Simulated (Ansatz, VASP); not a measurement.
# WBr2Cl2: VASP beside Ansatz

INCAR

```
PREC = Accurate ; ENCUT = 520
EDIFF = 1E-6 ; ISMEAR = 0
SIGMA = 0.1 ; LREAL = False
LASPH = True ; NELM = 60
ALGO = Normal ; ISIF = 2
LWAVE = False ; LCHARG = False
GGA = PE ; IVDW = 12
NBANDS = 29
```

The input KPOINTS:

```
Automatic mesh
0
Gamma
  4 4 4
```

The input POSCAR:

```
WBr2Cl2
1.0
    2.0044338000     -8.8664125200      0.0000000000
    2.0044338000      8.8664125200      0.0000000000
    0.0000000000      0.0000000000      4.1762424100
W Br Cl
1 2 2
Direct
    0.0000000000      0.0000000000      0.0000000000
    0.1611816600      0.8388183400      0.0000000000
    0.8388183400      0.1611816600      0.0000000000
    0.0000000000      0.0000000000      0.5000000000
    0.5000000000      0.5000000000      0.0000000000
```

Input for Ansatz:

```yaml
crystal:
  lattice:
    - [2.0044338, -8.86641252, 0.0]
    - [2.0044338, 8.86641252, 0.0]
    - [0.0, 0.0, 4.17624241]
  atoms:
    - { symbol: W, position: [0.0, 0.0, 0.0] }
    - { symbol: Br, position: [0.16118166, 0.83881834, 0.0] }
    - { symbol: Br, position: [0.83881834, 0.16118166, 0.0] }
    - { symbol: Cl, position: [0.0, 0.0, 0.5] }
    - { symbol: Cl, position: [0.5, 0.5, 0.0] }
basis:
  ecutwfc: 420
kpoints:
  mp_grid: { grid: [4, 4, 4] }
hamiltonian:
  xc: pbe
  dispersion: d3bj
scf:
  occupations: { method: gaussian, width: 0.1 }
  lower_state_search: "off"
output:
  forces: true
  stress: true
  eigenvalues: true
```

Alike in both runs: task single point; functional PBE; dispersion D3(BJ); k mesh 4 × 4 × 4; occupations gaussian, width 0.1 eV; no spin polarisation.

```csv
,VASP,Ansatz
version,VASP 6.6.1,Ansatz 0.2.0
potentials or method,"VASP PAW PBE potentials, release 64 (W_sv, Br, Cl)","scalar-relativistic, plane waves, PAW"
plane-wave cutoff (eV),520,420
valence electrons in the cell,42,42
```

```tsv
	VASP	Ansatz	Ansatz less VASP
gap on the k mesh at the Fermi level (eV)	none	none	-
pressure (GPa)	18.7	18.8	+0.08
largest component of the traceless stress (GPa)	30.15	30.16	+0.004
rms of the force components (eV/Å)	0.611	0.610	-0.0012
```

Atom by atom the forces differ by 0.001 eV/Å (rms over components). A gap of «none» marks a metal or a gap that the smearing closes.

Caveats: the k mesh is coarse (spacing up to 0.40 Å⁻¹), so the values aren't converged; so large a pressure means that the cell lies far from this level's equilibrium, or that cutoff or potentials fall short (VASP); pairwise dispersion overbinds metals, which lowers pressure and volume; forces of over 1 eV/Å show positions far from the minimum, so gaps and moduli don't describe the material at rest. The runs have no spin-orbit coupling, so splittings on W are missing.
